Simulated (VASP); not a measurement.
Crystal: OSi, in a box.

```
O Si
1.0
    11.00000    0.00000    0.00000
     0.00000   10.00000    0.00000
     0.00000    0.00000   10.00000
O Si
1 1
Direct
  0.44294 0.52525 0.47100
  0.55943 0.47895 0.53580
```

Base run:

* Program: VASP 6.6.1
* Functional: B3LYP
* Dispersion: D3(BJ)
* Potentials or basis: VASP PAW PBE potentials, release 64 (O, Si)
* Cutoff: 520 eV
* k mesh: 1 × 1 × 1
* Occupations: gaussian, width 0.01 eV
* Spin: no spin polarisation

Its results: gap between the frontier levels 6.37 eV; largest force 0.230 eV/Å.

Task: The run is repeated on the same cell with these changes: functional from B3LYP to revPBE; potentials or basis from VASP PAW PBE potentials, release 64 (O, Si) to VASP PAW PBE potentials, release 64 (O_h, Si); cutoff from 520 eV to 900 eV. What comes out?

Result: Gap between the frontier levels 4.59 eV; largest force 1.249 eV/Å.

Caveats: the PAW data sets were made with another functional, which shifts forces and pressure a little.

A k mesh can miss the band edges.

Not every run made on this cell is shown here.
